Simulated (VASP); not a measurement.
# Si3P4 (Fd-3m) in VASP: notebook

One crystal, Si3P4, is run at these levels: PBE, r2SCAN; tasks: relaxation of cell and atoms, single point.

Program: VASP 6.6.1. These are calculated values, not measurements. Logs are shortened: lines on timing, memory, paths and dates and some standing lists are left out, and cuts for length are marked.

## 1. The structure

It takes space group Fd-3m (No. 227, cubic). The conventional cell has a = 9.898 Å, b = 9.898 Å, c = 9.898 Å, α = 90.00°, β = 90.00°, γ = 90.00°. Si (site symmetry -43m) is surrounded by 4 P at 2.30 Å. Si (site symmetry -3m) is surrounded by 6 P at 2.39 Å. P (site symmetry 3m) has 4 Si at 2.30 to 2.39 Å as nearest neighbours.

The cell was built by a generator and needn't be a form met in nature.

## 2. Relaxation of cell and atoms, PBE

Input file INCAR:

```
SYSTEM = Si3P4
ALGO     = Normal         ! electronic algorithm
EDIFF    = 1E-6           ! SCF threshold, eV
EDIFFG   = -0.01          ! ionic threshold
ENCUT    = 520            ! plane-wave cutoff, eV
GGA      = PE             ! functional
IBRION   = 2              ! ionic algorithm
ISIF     = 3              ! what is computed and relaxed
ISMEAR   = 0              ! smearing method
KPAR     = 4            
LASPH    = .TRUE.         ! aspherical terms in the spheres
LCHARG   = .FALSE.        ! write CHGCAR
LREAL    = .FALSE.        ! projectors in reciprocal space
LWAVE    = .FALSE.        ! write WAVECAR
NELM     = 120            ! most SCF steps
NSW      = 90             ! ionic steps
PREC     = Accurate       ! precision mode
SIGMA    = 0.1            ! smearing width, eV
```

Input file KPOINTS:

```
k-points
0
G
  6 6 6
  0 0 0
```

Input file POSCAR:

```
Si3P4
1.0
    0.0000000000      4.9490000000      4.9490000000
    4.9490000000      0.0000000000      4.9490000000
    4.9490000000      4.9490000000      0.0000000000
Si P
6 8
Direct
    0.5000000000      0.5000000000      0.5000000000
    0.7500000000      0.7500000000      0.7500000000
    0.1250000000      0.1250000000      0.1250000000
    0.1250000000      0.6250000000      0.1250000000
    0.6250000000      0.1250000000      0.1250000000
    0.1250000000      0.1250000000      0.6250000000
    0.3656546800      0.3656546800      0.9030359700
    0.9030359700      0.3656546800      0.3656546800
    0.3656546800      0.9030359700      0.3656546800
    0.3656546800      0.3656546800      0.3656546800
    0.8843453200      0.8843453200      0.3469640300
    0.8843453200      0.3469640300      0.8843453200
    0.8843453200      0.8843453200      0.8843453200
    0.3469640300      0.8843453200      0.8843453200
```

Potentials or basis: VASP PAW PBE potentials, release 64 (Si, P).

Started as:

```sh
> cat potpaw_PBE.64/Si/POTCAR potpaw_PBE.64/P/POTCAR > POTCAR
> mpirun -np 4 vasp_std > vasp.out
```

OUTCAR:

```text
SYSTEM = Si3P4
   EDIFF = 1E-6
   EDIFFG = -0.01
   ENCUT = 520
   GGA = PE
   IBRION = 2
   ISIF = 3
   ISMEAR = 0
   LASPH = .TRUE.
   LREAL = .FALSE.
   NELM = 120
   NSW = 90
   PREC = Accurate

 ion  position               nearest neighbor table
   1  0.500  0.500  0.500-  10 2.30   8 2.30   9 2.30   7 2.30
   2  0.750  0.750  0.750-  13 2.30  12 2.30  11 2.30  14 2.30
   3  0.125  0.125  0.125-   7 2.39   8 2.39   9 2.39  11 2.39  12 2.39  14 2.39
   4  0.125  0.625  0.125-   7 2.39   8 2.39  11 2.39  14 2.39  13 2.39  10 2.39
   5  0.625  0.125  0.125-   7 2.39   9 2.39  11 2.39  12 2.39  10 2.39  13 2.39
   6  0.125  0.125  0.625-   8 2.39   9 2.39  12 2.39  14 2.39  13 2.39  10 2.39
   7  0.366  0.366  0.903-   1 2.30   4 2.39   5 2.39   3 2.39
   8  0.903  0.366  0.366-   1 2.30   4 2.39   6 2.39   3 2.39
   9  0.366  0.903  0.366-   1 2.30   5 2.39   6 2.39   3 2.39
  10  0.366  0.366  0.366-   1 2.30   4 2.39   5 2.39   6 2.39
  11  0.884  0.884  0.347-   2 2.30   4 2.39   5 2.39   3 2.39
  12  0.884  0.347  0.884-   2 2.30   5 2.39   6 2.39   3 2.39
  13  0.884  0.884  0.884-   2 2.30   4 2.39   5 2.39   6 2.39
  14  0.347  0.884  0.884-   2 2.30   4 2.39   6 2.39   3 2.39

  LATTYP: Found a face centered cubic cell.
 ALAT       =     9.8980000000

  Lattice vectors:

 A1 = (   0.0000000000,   4.9490000000,   4.9490000000)
 A2 = (   4.9490000000,   0.0000000000,   4.9490000000)
 A3 = (   4.9490000000,   4.9490000000,   0.0000000000)

Analysis of symmetry for initial positions (statically):
=====================================================================
 Subroutine PRICEL returns:
 Original cell was already a primitive cell.

 Routine SETGRP: Setting up the symmetry group for a
 face centered cubic supercell.

 Subroutine GETGRP returns: Found 48 space group operations
 (whereof 24 operations were pure point group operations)
 out of a pool of 48 trial point group operations.

The static configuration has the point symmetry T_d .
 The point group associated with its full space group is O_h .

Analysis of symmetry for dynamics (positions and initial velocities):
=====================================================================
 Subroutine PRICEL returns:
 Original cell was already a primitive cell.

 Routine SETGRP: Setting up the symmetry group for a
 face centered cubic supercell.

 Subroutine GETGRP returns: Found 48 space group operations
 (whereof 24 operations were pure point group operations)
 out of a pool of 48 trial point group operations.

The dynamic configuration has the point symmetry T_d .
 The point group associated with its full space group is O_h .

 Subroutine INISYM returns: Found 48 space group operations
 (whereof 24 operations are pure point group operations),
 and found     1 'primitive' translations

----------------------------------------------------------------------------------------

                                     Primitive cell

  volume of cell :     242.4278

  direct lattice vectors                    reciprocal lattice vectors
     0.000000000  4.949000000  4.949000000    -0.101030511  0.101030511  0.101030511
     4.949000000  0.000000000  4.949000000     0.101030511 -0.101030511  0.101030511
     4.949000000  4.949000000  0.000000000     0.101030511  0.101030511 -0.101030511

  length of vectors
     6.998942920  6.998942920  6.998942920     0.174989979  0.174989979  0.174989979

  position of ions in fractional coordinates (direct lattice)
     0.500000000  0.500000000  0.500000000
     0.750000000  0.750000000  0.750000000
     0.125000000  0.125000000  0.125000000
     0.125000000  0.625000000  0.125000000
     0.625000000  0.125000000  0.125000000
     0.125000000  0.125000000  0.625000000
     0.365654680  0.365654680  0.903035970
     0.903035970  0.365654680  0.365654680
     0.365654680  0.903035970  0.365654680
     0.365654680  0.365654680  0.365654680
     0.884345320  0.884345320  0.346964030
     0.884345320  0.346964030  0.884345320
     0.884345320  0.884345320  0.884345320
     0.346964030  0.884345320  0.884345320

  ion indices of the primitive-cell ions
   primitive index   ion index
                 1           1
                 2           2
                 3           3
                 4           4
                 5           5
                 6           6
                 7           7
                 8           8
                 9           9
                10          10
                11          11
                12          12
                13          13
                14          14

----------------------------------------------------------------------------------------

 KPOINTS: k-points

Automatic generation of k-mesh.
 Grid dimensions read from file:
 generate k-points for:    6    6    6

 Generating k-lattice:

  Cartesian coordinates                     Fractional coordinates (reciprocal lattice)
    -0.016838419  0.016838419  0.016838419     0.166666667  0.000000000  0.000000000
     0.016838419 -0.016838419  0.016838419     0.000000000  0.166666667  0.000000000
     0.016838419  0.016838419 -0.016838419     0.000000000  0.000000000  0.166666667

  Length of vectors
     0.029164996  0.029164996  0.029164996

  Shift w.r.t. Gamma in fractional coordinates (k-lattice)
     0.000000000  0.000000000  0.000000000

 Subroutine IBZKPT returns following result:
 ===========================================

 Found     16 irreducible k-points:

 Following reciprocal coordinates:
            Coordinates               Weight
  0.000000  0.000000  0.000000      1.000000
  0.166667  0.000000  0.000000      8.000000
  0.333333  0.000000  0.000000      8.000000
  0.500000  0.000000  0.000000      4.000000
  0.166667  0.166667  0.000000      6.000000
  0.333333  0.166667  0.000000     24.000000
[... 8 lines left out ...]
 -0.333333  0.333333  0.166667     24.000000
 -0.333333  0.500000  0.166667     12.000000
   k-points           NKPTS =     16   k-points in BZ     NKDIM =     16   number of bands    NBANDS=     40
   number of dos      NEDOS =    301   number of ions     NIONS =     14
   total plane-waves  NPLWV = 157464
   dimension x,y,z NGX =    54 NGY =   54 NGZ =   54
   dimension x,y,z NGXF=   108 NGYF=  108 NGZF=  108
   ions per type =               6   8
   NGX,Y,Z   is equivalent  to a cutoff of  12.83, 12.83, 12.83 a.u.
   NGXF,Y,Z  is equivalent  to a cutoff of  25.65, 25.65, 25.65 a.u.
 SYSTEM =  Si3P4
   PREC   = accura    normal or accurate (medium, high low for compatibility)
   ISTART =      0    job   : 0-new  1-cont  2-samecut
   ICHARG =      2    charge: 1-file 2-atom 10-const
   ISPIN  =      1    spin polarized calculation?
   LNONCOLLINEAR =      F non collinear calculations
   LSORBIT =      F    spin-orbit coupling
   LASPH  =      T    aspherical Exc in radial PAW
   ENCUT  =  520.0 eV  38.22 Ry    6.18 a.u.  13.01 13.01 13.01*2*pi/ulx,y,z
   NELM   =    120;   NELMIN=  2; NELMDL= -5     # of ELM steps
   EDIFF  = 0.1E-05   stopping-criterion for ELM
   LREAL  =      F    real-space projection
   EDIFFG = -.1E-01   stopping-criterion for IOM
   NSW    =     90    number of steps for IOM
   IBRION =      2    ionic relax: 0-MD 1-quasi-New 2-CG
   NFREE  =      1    steps in history (QN), initial steepest desc. (CG)
   ISIF   =      3    stress and relaxation
   ISYM   =      2    0-nonsym 1-usesym 2-fastsym
   POTIM  = 0.5000    time-step for ionic-motion
   TEBEG  =    0.0;   TEEND  =   0.0 temperature during run
   PSTRESS=    0.0 pullay stress
   NELECT =      64.0000    total number of electrons
   NUPDOWN=      -1.0000    fix difference up-down
   EMIN   =  10.00;   EMAX   =-10.00  energy-range for DOS
   EFERMI =   0.00;   METHOD = LEGACY
   ISMEAR =     0;   SIGMA  =   0.10  broadening in eV -4-tet -1-fermi 0-gaus
   EFERMI_NEDOS =   21; number of points for ismear=-14 and -15
   IALGO  =     38    algorithm
   IMIX   =      4    mixing-type and parameters
     AMIX     =   0.40;   BMIX     =  1.00
     AMIX_MAG =   1.60;   BMIX_MAG =  1.00
  volume/ion in A,a.u.               =      17.32       116.86
  Fermi-wavevector in a.u.,A,eV,Ry     =   1.050205  1.984599 15.006278  1.102930
  Thomas-Fermi vector in A             =   2.185199
   LORBIT       =      0    0 simple, 1 ext, 2 COOP (PROOUT), +10 PAW based schemes
   GGA     = PE    functional components
   LHFCALC =     F    Hartree Fock is set to
   AEXX    =    0.0000 exact exchange contribution
   IVDW    =     0    specifies the selected vdW correction
   LEPSILON=     F    determine dielectric tensor
   LRPA    =     F    only Hartree local field effects (RPA)
 conjugate gradient relaxation of ions
 non-spin polarized calculation
 Gauss-broadening in eV      SIGMA  =   0.10
  energy-cutoff  :      520.00
  volume of cell :      242.43
 maximum number of plane-waves:      6557
 NGX is ok and might be reduce to    54
   NGX = 25   NGY = 25   NGZ = 25

--------------------------------------- Ionic step        1  -------------------------------------------

 number of electron      64.0000005 magnetization

 Free energy of the ion-electron system (eV)
  ---------------------------------------------------
  ext. energy  EPLUGINS =         0.00000000
  ---------------------------------------------------
  free energy    TOTEN  =       -75.52996239 eV

  energy without entropy =      -75.49680766  energy(sigma->0) =      -75.51338502

------------------------ aborting loop because EDIFF is reached ----------------------------------------

  FORCE on cell =-STRESS in cart. coord.  units (eV):
  Direction    XX          YY          ZZ          XY          YZ          ZX
  --------------------------------------------------------------------------------------
  -------------------------------------------------------------------------------------
  Total       -0.4093659     -0.4093659     -0.4093659     -0.0000000      0.0000000     -0.0000000
  in kB       -2.7054521     -2.7054521     -2.7054521     -0.0000000      0.0000000     -0.0000000
  external PRESSURE =      -2.7054521 kB  Pullay stress =       0.0000000 kB
[... 129 lines left out ...]
  energy  without entropy=      -75.4984926235  energy(sigma->0) =      -75.51488775

--------------------------------------- Ionic step        4  -------------------------------------------

 number of electron      64.0000005 magnetization

 Free energy of the ion-electron system (eV)
  ---------------------------------------------------
  ext. energy  EPLUGINS =         0.00000000
  ---------------------------------------------------
  free energy    TOTEN  =       -75.53145024 eV

  energy without entropy =      -75.49872112  energy(sigma->0) =      -75.51508568

 E-fermi :   7.2281     XC(G=0): -10.2055

 val. band max:        7.2075265943   @ k =  -0.1667   0.1667   0.0000
 cond. band min:       7.2335735177   @ k =   0.3333   0.1667   0.0000
 fundamental gap:      0.0260469234
 Fermi energy:         7.2281080152

 k-point     1 :       0.0000    0.0000    0.0000
  band No.  band energies     occupation
      1      -7.2208      2.00000
      2      -4.7568      2.00000
      3      -3.6957      2.00000
      4      -3.6957      2.00000
      5      -3.6957      2.00000
      6      -3.3893      2.00000
[... 718 lines left out ...]
  FREE ENERGIE OF THE ION-ELECTRON SYSTEM (eV)
  ---------------------------------------------------
  free  energy   TOTEN  =       -75.5314502433 eV

  energy  without entropy=      -75.4987211150  energy(sigma->0) =      -75.51508568

 reached required accuracy - stopping structural energy minimisation
```

It took 1.9 min on 4 MPI ranks of Intel Xeon Platinum 8488C (Sapphire Rapids), shared host; peak memory 0.46 GiB.

What came out:

- Free energy: -75.5315 eV
- Relaxed volume: 17.28 Å³/atom
- Relaxed cell: a = 6.994 Å, b = 6.994 Å, c = 6.994 Å, α = 60.00°, β = 60.00°, γ = 60.00°
- Space group after relaxing (to 0.05 Å): Fd-3m (No. 227)
- Energy gained by relaxing: 0.1 meV/atom
- Ionic steps: 4
- Pressure after relaxing: 0.0 GPa
- Band gap on the k mesh: none (metal or under the smearing width)

Forces on the atoms (eV/Å):
```
Si   0.000  0.000  0.000
Si   0.000  0.000  0.000
Si   0.000  0.000  0.000
Si   0.000  0.000  0.000
Si   0.000  0.000  0.000
Si   0.000  0.000  0.000
P    0.001  0.001 -0.001
P   -0.001  0.001  0.001
P    0.001 -0.001  0.001
P   -0.001 -0.001 -0.001
P   -0.001 -0.001  0.001
P   -0.001  0.001 -0.001
P    0.001  0.001  0.001
P    0.001 -0.001 -0.001
```

The path:
```csv
step,energy change (eV),largest force (eV/Å),pressure (GPa),volume (Å³)
1,0.0000,0.0700,-0.27,242.43
2,-0.0011,0.0006,0.23,241.40
3,-0.0013,0.0193,0.09,241.69
4,-0.0015,0.0022,0.02,241.90
```

Final structure:
```cif
data_structure
_symmetry_space_group_name_H-M 'P 1'
_symmetry_Int_Tables_number 1
_cell_length_a 6.9939
_cell_length_b 6.9939
_cell_length_c 6.9939
_cell_angle_alpha 60.000
_cell_angle_beta 60.000
_cell_angle_gamma 60.000
_cell_volume 241.90
loop_
_atom_site_label
_atom_site_type_symbol
_atom_site_fract_x
_atom_site_fract_y
_atom_site_fract_z
_atom_site_occupancy
Si1 Si 0.50000 0.50000 0.50000 1
Si2 Si 0.75000 0.75000 0.75000 1
Si3 Si 0.12500 0.12500 0.12500 1
Si4 Si 0.12500 0.62500 0.12500 1
Si5 Si 0.62500 0.12500 0.12500 1
Si6 Si 0.12500 0.12500 0.62500 1
P1 P 0.36544 0.36544 0.90367 1
P2 P 0.90367 0.36544 0.36544 1
P3 P 0.36544 0.90367 0.36544 1
P4 P 0.36544 0.36544 0.36544 1
P5 P 0.88456 0.88456 0.34633 1
P6 P 0.88456 0.34633 0.88456 1
P7 P 0.88456 0.88456 0.88456 1
P8 P 0.34633 0.88456 0.88456 1
```

## 3. Relaxation of cell and atoms, PBE

This run uses another cell than the first one, of 17.28 Å³/atom, 0.998 times its volume.

INCAR, as its differences from that of step 2:

```diff
@@ -2,4 +2,4 @@
 ALGO     = Normal         ! electronic algorithm
-EDIFF    = 1E-6           ! SCF threshold, eV
-EDIFFG   = -0.01          ! ionic threshold
+EDIFF    = 1E-7           ! SCF threshold, eV
+EDIFFG   = -0.005         ! ionic threshold
 ENCUT    = 520            ! plane-wave cutoff, eV
@@ -15,3 +15,4 @@
 NELM     = 120            ! most SCF steps
-NSW      = 90             ! ionic steps
+NSW      = 60             ! ionic steps
+POTIM    = 0.3            ! step
 PREC     = Accurate       ! precision mode
```

KPOINTS is that of step 2.

Input file POSCAR:

```
Si3P4                                   
1.0
    0.0000000000      4.9454288796      4.9454288796
    4.9454288796     -0.0000000000      4.9454288796
    4.9454288796      4.9454288796      0.0000000000
  Si              P             
     6     8
Direct
     0.5000000000000000    0.5000000000000000    0.5000000000000000
     0.7500000000000000    0.7500000000000000    0.7500000000000000
     0.1250000000000000    0.1250000000000000    0.1250000000000000
     0.1250000000000000    0.6250000000000000    0.1250000000000000
     0.6250000000000000    0.1250000000000000    0.1250000000000000
     0.1250000000000000    0.1250000000000000    0.6250000000000000
     0.3654431120513450    0.3654431120513450    0.9036706738459589
     0.9036706738459589    0.3654431120513450    0.3654431120513450
     0.3654431120513450    0.9036706738459589    0.3654431120513450
     0.3654431120513450    0.3654431120513450    0.3654431120513450
     0.8845568879486551    0.8845568879486551    0.3463293261540412
     0.8845568879486551    0.3463293261540412    0.8845568879486551
     0.8845568879486551    0.8845568879486551    0.8845568879486551
     0.3463293261540412    0.8845568879486551    0.8845568879486551
```

Potentials or basis: VASP PAW PBE potentials, release 64 (Si, P).

Started as:

```sh
> cat potpaw_PBE.64/Si/POTCAR potpaw_PBE.64/P/POTCAR > POTCAR
> mpirun -np 4 vasp_std > vasp.out
```

Wall time 50 s (4 MPI ranks of Intel Xeon Platinum 8488C (Sapphire Rapids), shared host); peak memory 0.44 GiB.

It converged, with:

| Item | Value |
| --- | --- |
| Free energy | -75.5314 eV |
| Pressure after relaxing | 0.0 GPa |
| Band gap on the k mesh | none (metal or under the smearing width) |

Forces in eV/Å, atoms in the order of the input:
```
Si   0.000  0.000  0.000
Si   0.000  0.000  0.000
Si   0.000  0.000  0.000
Si   0.000  0.000  0.000
Si   0.000  0.000  0.000
Si   0.000  0.000  0.000
P    0.001  0.001 -0.001
P   -0.001  0.001  0.001
P    0.001 -0.001  0.001
P   -0.001 -0.001 -0.001
P   -0.001 -0.001  0.001
P   -0.001  0.001 -0.001
P    0.001  0.001  0.001
P    0.001 -0.001 -0.001
```

Final structure:
```xyz
14
Lattice="0.0000 4.9454 4.9454 4.9454 0.0000 4.9454 4.9454 4.9454 0.0000" Properties=species:S:1:pos:R:3 pbc="T T T"
Si    4.9454    4.9454    4.9454
Si    7.4181    7.4181    7.4181
Si    1.2364    1.2364    1.2364
Si    3.7091    1.2364    3.7091
Si    1.2364    3.7091    3.7091
Si    3.7091    3.7091    1.2364
P     6.2763    6.2763    3.6145
P     3.6145    6.2763    6.2763
P     6.2763    3.6145    6.2763
P     3.6145    3.6145    3.6145
P     6.0873    6.0873    8.7490
P     6.0873    8.7490    6.0873
P     8.7490    8.7490    8.7490
P     8.7490    6.0873    6.0873
```

Levels at points of the mesh, in eV from the Fermi level:
| k point | band 29 | band 30 | band 31 | band 32 | band 33 | band 34 | band 35 | band 36 |
| --- | --- | --- | --- | --- | --- | --- | --- | --- |
| (0.00, 0.00, 0.00) | -0.59 | -0.55 | -0.29 | -0.29 | -0.29 | 0.09 | 0.09 | 0.09 |
| (0.50, 0.00, 0.00) | -0.79 | -0.52 | -0.19 | -0.19 | 0.26 | 0.63 | 1.17 | 1.17 |
| (0.50, 0.50, 0.00) | -1.15 | -1.15 | -0.22 | -0.22 | 1.50 | 1.50 | 2.08 | 2.08 |

Caveat: the relaxation stopped at its first step, so nothing moved.

[end of part 1 of 2]
